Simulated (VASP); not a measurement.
InP (relaxed from the zinc blende structure, space group F-43m) relaxed at rising pressure, in one space group throughout; other phases were not tried. The pressures are those reached. Level of theory: PBEsol GGA, VASP's PBE PAW potentials (set 64) (plane waves; VASP).

```csv
P (GPa),V (Å³/atom),k-mesh
0.04,25.367,8×8×8
4.97,23.806,8×8×8
9.93,22.636,8×8×8
19.95,20.930,8×8×8
29.96,19.700,8×8×8
```

A change of mesh leaves a small step in the series.

**Question.** Fit an equation of state and predict the volume at 45.10 GPa.

**Answer.** Least squares on the third-order Birch-Murnaghan form, P = (3B0/2)(y⁷ − y⁵)[1 + (3/4)(B′ − 4)(y² − 1)] with y = (V0/V)^(1/3), gives V0 = 25.379 Å³/atom, B0 = 68 GPa and B′ = 4.4, and so 18.339 Å³/atom. The run gave 18.324 Å³/atom, -0.1 % from the fit.

Pressures at which the relaxation failed are left out.

The structure was generated: InP was put into the zinc blende type (F-43m), which need not be its known phase.
